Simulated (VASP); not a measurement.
Given:

```
CELL_PARAMETERS angstrom
      2.70393     0.00000     0.00000
      0.00000     2.70393     0.00000
      0.00000     0.00000     2.70393
ATOMIC_POSITIONS crystal
  Ga 0.00000 0.00000 0.00000
  N  0.50000 0.50000 0.50000
```

Computed with PBEsol GGA, VASP's PBE PAW potentials (set 64) (plane waves; VASP). Numerical set-up: 620 eV cut-off, 13×13×13 Γ-centred mesh, first-order Methfessel-Paxton smearing of 0.10 eV, potentials Ga_d N.

Task: Estimate the energy per atom (σ→0), band gap (on the k-mesh) with the smallest direct gap where there is one.

Result: 
- band gap (on the k-mesh) = none (metal, semimetal or under 0.01 eV)
- energy per atom (σ→0) = -4.967 eV/atom

Total energies compare only between runs with the same potentials, cut-off and functional.

The structure was generated: GaN was put into the CsCl type type (Pm-3m), which need not be its known phase. It was relaxed first, which changed the volume by +25 %.
